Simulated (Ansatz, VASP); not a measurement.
**One calculation of MoI, two programs**

File POSCAR:

```
MoI
1.0
    0.0000000000      3.1788513800      3.1788513800
    3.1788513800      0.0000000000      3.1788513800
    3.1788513800      3.1788513800      0.0000000000
Mo I
1 1
Direct
    0.0000000000      0.0000000000      0.0000000000
    0.7500000000      0.7500000000      0.7500000000
```

File INCAR.step1:

```
SYSTEM = MoI
PREC = Accurate ; ENCUT = 520
EDIFF = 1E-5 ; ISMEAR = -1
SIGMA = 0.05 ; LREAL = .False.
LASPH = .True. ; NELM = 100
ALGO = Normal ; ISIF = 2
LWAVE = .True. ; LCHARG = .False.
NBANDS = 18 ; GGA = PE
```

File INCAR.step2:

```
SYSTEM = MoI
PREC = Accurate ; ENCUT = 520
EDIFF = 1E-6 ; ISMEAR = -1
SIGMA = 0.05 ; LREAL = .False.
LASPH = .True. ; NELM = 100
ALGO = Normal ; ISIF = 2
LWAVE = .False. ; LCHARG = .False.
GGA = PE ; LHFCALC = .True.
HFSCREEN = 0.2 ; AEXX = 0.15
PRECFOCK = Fast ; NBANDS = 18
ISTART = 1
```

The input KPOINTS:

```
regular mesh
0
Gamma
  4 4 4
  0 0 0
```

The input input.yaml:

```yaml
crystal:
  lattice:
    - [0.0, 3.17885138, 3.17885138]
    - [3.17885138, 0.0, 3.17885138]
    - [3.17885138, 3.17885138, 0.0]
  atoms:
    - { symbol: Mo, position: [0.0, 0.0, 0.0] }
    - { symbol: I, position: [0.75, 0.75, 0.75] }
hamiltonian:
  xc: { exchange: pbe, correlation: pbe, exx: { coeff: 0.15, omega: 0.2 } }
  pseudopotentials: { kind: paw }
kpoints:
  mp_grid: { grid: [4, 4, 4] }
scf:
  occupations: { method: fermi_dirac, width: 0.05 }
output:
  forces: true
  stress: true
  eigenvalues: true
```

The cell was built by a generator and needn't be a form met in nature.

Alike in both runs: task single point; functional HSE(alpha, omega); k mesh 4 × 4 × 4; occupations fermi-dirac, width 0.05 eV; no spin polarisation.

|  | VASP | Ansatz |
| --- | --- | --- |
| version | VASP 6.6.1 | Ansatz 0.2.0 |
| potentials or method | VASP PAW PBE potentials, release 64 (Mo_sv, I) | Ansatz PAW |
| plane-wave cutoff (eV) | 520 | 420 |
| valence electrons in the cell | 21 | 31 |

```csv
,VASP,Ansatz,Ansatz less VASP
gap on the k mesh at the Fermi level (eV),none,none,-
pressure (GPa),-8.0,-8.0,+0.06
```

A gap of «none» marks a metal or a gap that the smearing closes. The two sets of potentials don't hold the same shells in valence.

Caveats: the k mesh is coarse (spacing up to 0.43 Å⁻¹), so the values aren't converged, least of all with exact exchange; an odd number of electrons without spin polarisation forces a metal; a magnetic or distorted state may lie lower; the PAW data sets were made with another functional, which shifts forces and pressure a little (VASP); the PAW data sets come from PBE, with cores solved anew for the run's functional, which leaves a small shift of forces and pressure (Ansatz); the thresholds are loose for stress (Ansatz). Spin-orbit coupling is left out, which matters for the levels of I.
